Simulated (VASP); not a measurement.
Output of a VASP run:

**OSZICAR**
```
       N       E                     dE             d eps       ncg     rms           ort
DAV:   1     0.342128720554E+02    0.34213E+02   -0.51398E+03   560   0.126E+03
DAV:   2    -0.108506959043E+02   -0.45064E+02   -0.42396E+02   560   0.189E+02
DAV:   3    -0.118340232862E+02   -0.98333E+00   -0.97467E+00   560   0.360E+01
DAV:   4    -0.118499918783E+02   -0.15969E-01   -0.15961E-01   560   0.420E+00
DAV:   5    -0.118504134300E+02   -0.42155E-03   -0.42154E-03   560   0.655E-01
SDA:   6    -0.169795139862E+01    0.10152E+02   -0.42154E-03   560   0.111E+03   0.000E+00
CGA:   7    -0.996511772268E+01   -0.82672E+01   -0.89824E+01   560   0.160E+01  -0.697E+01
CGA:   8    -0.103622616420E+02   -0.39714E+00   -0.40186E+00   560   0.914E+00  -0.536E-01
CGA:   9    -0.104845610501E+02   -0.12230E+00   -0.12709E+00   560   0.364E-01   0.169E-01
CGA:  10    -0.104973093526E+02   -0.12748E-01   -0.12761E-01   560   0.239E-01  -0.831E-04
CGA:  11    -0.105003912414E+02   -0.30819E-02   -0.30894E-02   560   0.215E-02   0.784E-05
CGA:  12    -0.105011934093E+02   -0.80217E-03   -0.80014E-03   560   0.542E-03   0.118E-04
CGA:  13    -0.105012801251E+02   -0.86716E-04   -0.86662E-04   560   0.237E-03  -0.111E-05
CGA:  14    -0.105013522056E+02   -0.72080E-04   -0.72372E-04   560   0.372E-04  -0.297E-05
CGA:  15    -0.105013635258E+02   -0.11320E-04   -0.11390E-04   560   0.410E-04  -0.761E-06
CGA:  16    -0.105013713088E+02   -0.77831E-05   -0.77770E-05   560   0.419E-05  -0.164E-06
CGA:  17    -0.105013732004E+02   -0.18915E-05   -0.18351E-05   560   0.277E-05   0.262E-06
CGA:  18    -0.105013736652E+02   -0.46484E-06   -0.47117E-06   560   0.104E-05   0.818E-07
   1 F= -.10501374E+02 E0= -.10501245E+02  d E =-.384821E-03
```

File OUTCAR:
```
------------------------ aborting loop because EDIFF is reached ----------------------------------------
  FORCE on cell =-STRESS in cart. coord.  units (eV):
  Direction    XX          YY          ZZ          XY          YZ          ZX
  --------------------------------------------------------------------------------------
  Total       -1.2685013     -1.2685013     -1.2685013      0.0000000      0.0000000     -0.0000000
  in kB      -79.3427888    -79.3427888    -79.3427888      0.0000000      0.0000000     -0.0000000
  external PRESSURE =     -79.3427888 kB  Pullay stress =       0.0000000 kB
  volume of cell :       25.61
      direct lattice vectors                 reciprocal lattice vectors
     2.947800000  0.000000000  0.000000000     0.339236040  0.000000000  0.000000000
     0.000000000  2.947800000  0.000000000     0.000000000  0.339236040  0.000000000
     0.000000000  0.000000000  2.947800000     0.000000000  0.000000000  0.339236040
 POSITION                                       TOTAL-FORCE (eV/Angst)
 -----------------------------------------------------------------------------------
      1.47390      1.47390      1.47390         0.000000      0.000000      0.000000
      0.00000      0.00000      0.00000         0.000000      0.000000      0.000000
 -----------------------------------------------------------------------------------
    total drift:                               -0.000000      0.000000     -0.000000
  FREE ENERGIE OF THE ION-ELECTRON SYSTEM (eV)
  ---------------------------------------------------
  free  energy   TOTEN  =       -10.5013736652 eV

  energy  without entropy=      -10.5009888443  energy(sigma->0) =      -10.50124539
```
(Selected blocks of OUTCAR.)

**POSCAR**
```
NiAl
1
    2.9478000000     0.0000000000     0.0000000000
    0.0000000000     2.9478000000     0.0000000000
    0.0000000000     0.0000000000     2.9478000000
Al Ni
1 1
Direct
  0.5000000000   0.5000000000   0.5000000000
  0.0000000000   0.0000000000   0.0000000000
```

Question: Write an INCAR and KPOINTS that could have produced this output.

Answer: One answer among several that fit: the input of the run itself, PBE GGA, plane waves, VASP's PBE PAW potentials (set 64).

### INCAR
```
ALGO = All
EDIFF = 1E-6
ENCUT = 400
GGA = PE
ISIF = 2
ISMEAR = 1
LASPH = .True.
LCHARG = .False.
LMAXMIX = 4
LREAL = .False.
LWAVE = .False.
NELM = 100
PREC = Accurate
SIGMA = 0.1
SYSTEM = NiAl
```

KPOINTS:
```
Automatic mesh
0
Gamma
11 11 11
0 0 0
```

POTCAR, in this order: Al Ni (PBE.64 set). Program: vasp_std.

The compound is NiAl in the CsCl type structure. The cell was not relaxed at this level. The run is one of a series of settings (ALGO = All against the base run), some of them coarse on purpose. The run is not spin-polarised, so no magnetic state was tried. The electron count is odd and the run is not spin-polarised, which forces a metal.
